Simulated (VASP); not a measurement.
Input of a VASP 6.6.1 run:

INCAR

```
PREC = Accurate
ENCUT = 520
EDIFF = 1E-7
ISMEAR = 0
SIGMA = 0.1
LREAL = False
LASPH = True
NELM = 120
ALGO = Normal
ISIF = 2
LWAVE = False
LCHARG = False
ISPIN = 2
MAGMOM = 0.8
LORBIT = 11
LMAXMIX = 4
LDAU = True
LDAUTYPE = 2
LDAUL = 2
LDAUU = 2
LDAUJ = 0
LDAUPRINT = 1
GGA = PE
```

File KPOINTS:

```
regular mesh
0
Gamma
  20 20 20
```

POSCAR

```
Ni                                      
1.0
    0.0000000000      1.7478457024      1.7478457024
    1.7478457024      0.0000000000      1.7478457024
    1.7478457024      1.7478457024      0.0000000000
  Ni            
     1
Direct
     0.0000000000000000    0.0000000000000000    0.0000000000000000
```

KPOINTS_OPT

```
path GXWKGLUWLK,UX
20
line-mode
reciprocal
 0.0000000000  0.0000000000  0.0000000000  G
 0.5000000000  0.0000000000  0.5000000000  X

 0.5000000000  0.0000000000  0.5000000000  X
 0.5000000000  0.2500000000  0.7500000000  W

 0.5000000000  0.2500000000  0.7500000000  W
 0.3750000000  0.3750000000  0.7500000000  K

 0.3750000000  0.3750000000  0.7500000000  K
 0.0000000000  0.0000000000  0.0000000000  G

 0.0000000000  0.0000000000  0.0000000000  G
 0.5000000000  0.5000000000  0.5000000000  L

 0.5000000000  0.5000000000  0.5000000000  L
 0.6250000000  0.2500000000  0.6250000000  U

 0.6250000000  0.2500000000  0.6250000000  U
 0.5000000000  0.2500000000  0.7500000000  W

 0.5000000000  0.2500000000  0.7500000000  W
 0.5000000000  0.5000000000  0.5000000000  L

 0.5000000000  0.5000000000  0.5000000000  L
 0.3750000000  0.3750000000  0.7500000000  K

 0.6250000000  0.2500000000  0.6250000000  U
 0.5000000000  0.0000000000  0.5000000000  X
```

Potentials or basis: VASP PAW PBE potentials, release 64 (Ni).

The run is started by

```bash
$ cat potpaw_PBE.64/Ni/POTCAR > POTCAR
$ mpirun -np 1 vasp_std > vasp.out
```

Estimate the net moment.

0.67 μB per cell.

Predict the pressure.

0.0 GPa.

Estimate the band gap along the path.

none (metal or under the smearing width).

Levels at the corners of the path, in eV from the Fermi level:
Spin up:
```csv
point,band 3,band 4,band 5,band 6,band 7,band 8
Γ,-2.93,-2.93,-1.65,-1.65,24.16,28.16
X,-0.91,-0.91,-0.91,2.73,9.30,15.27
X,-0.91,-0.91,-0.91,2.73,9.30,15.27
W,-3.51,-1.70,-0.90,7.91,7.91,10.00
W,-3.51,-1.70,-0.90,7.91,7.91,10.00
K,-2.49,-1.47,-1.17,5.89,7.44,10.14
K,-2.49,-1.47,-1.17,5.89,7.44,10.14
Γ,-2.93,-2.93,-1.65,-1.65,24.16,28.16
Γ,-2.93,-2.93,-1.65,-1.65,24.16,28.16
L,-2.87,-1.01,-1.01,-0.06,5.74,22.62
L,-2.87,-1.01,-1.01,-0.06,5.74,22.62
U,-2.49,-1.47,-1.17,5.89,7.44,10.14
U,-2.49,-1.47,-1.17,5.89,7.44,10.14
W,-3.51,-1.70,-0.90,7.91,7.91,10.00
W,-3.51,-1.70,-0.90,7.91,7.91,10.00
L,-2.87,-1.01,-1.01,-0.06,5.74,22.62
L,-2.87,-1.01,-1.01,-0.06,5.74,22.62
K,-2.49,-1.47,-1.17,5.89,7.44,10.14
U,-2.49,-1.47,-1.17,5.89,7.44,10.14
X,-0.91,-0.91,-0.91,2.73,9.30,15.27
```
Spin down:
| point | band 2 | band 3 | band 4 | band 5 | band 6 | band 7 |
| --- | --- | --- | --- | --- | --- | --- |
| Γ | -1.64 | -1.64 | -1.64 | -1.00 | -1.00 | 23.91 |
| X | -3.63 | -0.24 | 0.52 | 0.52 | 2.65 | 9.56 |
| X | -3.63 | -0.24 | 0.52 | 0.52 | 2.65 | 9.56 |
| W | -2.44 | -2.44 | -1.07 | 0.52 | 8.21 | 8.21 |
| W | -2.44 | -2.44 | -1.07 | 0.52 | 8.21 | 8.21 |
| K | -3.19 | -1.42 | -0.83 | 0.24 | 6.20 | 7.69 |
| K | -3.19 | -1.42 | -0.83 | 0.24 | 6.20 | 7.69 |
| Γ | -1.64 | -1.64 | -1.64 | -1.00 | -1.00 | 23.91 |
| Γ | -1.64 | -1.64 | -1.64 | -1.00 | -1.00 | 23.91 |
| L | -2.03 | -2.03 | -0.16 | 0.14 | 0.14 | 6.40 |
| L | -2.03 | -2.03 | -0.16 | 0.14 | 0.14 | 6.40 |
| U | -3.19 | -1.42 | -0.83 | 0.24 | 6.20 | 7.69 |
| U | -3.19 | -1.42 | -0.83 | 0.24 | 6.20 | 7.69 |
| W | -2.44 | -2.44 | -1.07 | 0.52 | 8.21 | 8.21 |
| W | -2.44 | -2.44 | -1.07 | 0.52 | 8.21 | 8.21 |
| L | -2.03 | -2.03 | -0.16 | 0.14 | 0.14 | 6.40 |
| L | -2.03 | -2.03 | -0.16 | 0.14 | 0.14 | 6.40 |
| K | -3.19 | -1.42 | -0.83 | 0.24 | 6.20 | 7.69 |
| U | -3.19 | -1.42 | -0.83 | 0.24 | 6.20 | 7.69 |
| X | -3.63 | -0.24 | 0.52 | 0.52 | 2.65 | 9.56 |

Caveat: the U is typed as a test and isn't derived for this compound. The state reached can hang on the start; a lower one may exist.
